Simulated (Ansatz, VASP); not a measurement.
# Cs2CrF6: VASP beside Ansatz

```
CELL_PARAMETERS angstrom
0.00000 4.51100 4.51100
4.51100 0.00000 4.51100
4.51100 4.51100 0.00000
ATOMIC_POSITIONS crystal
Cs 0.25000 0.25000 0.25000
Cs 0.75000 0.75000 0.75000
Cr 0.00000 0.00000 0.00000
F 0.80800 0.19200 0.19200
F 0.19200 0.80800 0.19200
F 0.19200 0.80800 0.80800
F 0.80800 0.19200 0.80800
F 0.19200 0.19200 0.80800
F 0.80800 0.80800 0.19200
```

Alike in both runs: task single point; functional LDA; k mesh 4 × 4 × 4; occupations gaussian, width 0.05 eV; collinear spin.

|  | VASP | Ansatz |
| --- | --- | --- |
| version | VASP 6.6.1 | Ansatz 0.2.0 |
| potentials or method | VASP PAW LDA potentials, release 64 (Cs_sv, Cr_pv, F) | scalar-relativistic, plane waves, PAW |
| plane-wave cutoff (eV) | 520 | 420 |
| valence electrons in the cell | 72 | 74 |

|  | VASP | Ansatz | Ansatz less VASP |
| --- | --- | --- | --- |
| gap on the k mesh at the Fermi level (eV) | none | none | - |
| pressure (GPa) | 5.7 | 5.1 | -0.65 |
| rms of the force components (eV/Å) | 1.318 | 1.192 | -0.1262 |
| net moment per atom (μB) | 0.22 | 0.22 | 0.000 |
| size of the moment on the site where the two differ most (μB) | 1.77 | 1.45 | -0.322 |

Site moments also hang on the region over which each program counts them. Atom by atom the forces differ by 0.126 eV/Å (rms over components). A gap of «none» marks a metal or a gap that the smearing closes. The two sets of potentials don't hold the same shells in valence.

Caveats: a cell with one magnetic atom can't hold antiferromagnetic order, which such compounds often take; semilocal functionals often make such compounds metallic where correlation or magnetic order opens a gap, which also shifts bond lengths; forces of over 1 eV/Å show positions far from the minimum, so gaps and moduli don't describe the material at rest. Spin-orbit coupling is left out, which matters for the levels of Cs.
